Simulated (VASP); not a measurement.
Given:

```xyz
4
Lattice="1.9392 -3.3588 0.0000 1.9392 3.3588 0.0000 0.0000 0.0000 6.3539" Properties=species:S:1:pos:R:3 pbc="T T T"
Zn     1.9392    -1.1196     3.1779
Zn     1.9392     1.1196     0.0010
S      1.9392    -1.1196     5.5586
S      1.9392     1.1196     2.3817
```

The numbers are results of PBE GGA with D4 dispersion, VASP's PBE PAW potentials (set 64) (plane waves; VASP), not measurements. Numerical set-up: 520 eV cut-off, 7×7×4 Γ-centred mesh, Gaussian smearing of 0.050 eV, potentials Zn S.

### Question
Predict the energy per atom (σ→0), pressure.

### Answer

```json
{
 "energy per atom (σ→0)": "-358.1 kJ/mol of atoms",
 "pressure": "-3.93 GPa"
}
```

Only differences to runs with the same potentials and settings are physical.

The compound is ZnS in the wurtzite structure, the high-temperature form. This cell is one point of a volume scan, at 1.06 of the reference volume.
